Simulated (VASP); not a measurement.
Calculation: PBE GGA, VASP's PBE PAW potentials (set 64) (plane waves; VASP).

The input files of a VASP run:

File POSCAR:
```
CdSe
1
    2.1922128721    -3.7970238253    -0.0000000000
    2.1922128721     3.7970238253    -0.0000000000
    0.0000000000     0.0000000000     7.1374483473
Cd Se
2 2
Direct
  0.6666670000   0.3333330000   0.5001024707
  0.3333330000   0.6666670000   0.0001024707
  0.6666670000   0.3333330000   0.8758975293
  0.3333330000   0.6666670000   0.3758975293
```

KPOINTS:
```
Regular mesh
0
G
5 5 3
```

### INCAR
```
SYSTEM=CdSe
PREC=Accurate; ENCUT=400; LREAL=.FALSE.
LASPH=.TRUE.
EDIFF=1E-6; NELM=100; ALGO=Normal
LMAXMIX=4
ISMEAR=0; SIGMA=0.05
GGA=PE
IBRION=2; NSW=60; ISIF=3
EDIFFG=-0.02
LWAVE=.FALSE.; LCHARG=.FALSE.
```

POTCAR, in this order: Cd Se (PBE.64 set). Program: vasp_std.

What will the output report for the number of irreducible k-points (NKPTS), largest plane-wave count, number of space-group operations, FFT grid (NGX, NGY, NGZ)?

```json
{
  "number of irreducible k-points (NKPTS)": "10",
  "largest_plane_wave_count": "2177",
  "number_of_space_group_operations": "12",
  "FFT grid (NGX, NGY, NGZ)": "30 × 30 × 48"
}
```

The compound is CdSe in the wurtzite structure. It was relaxed first, which changed the volume by +6 %. The start is the result of an earlier pass.
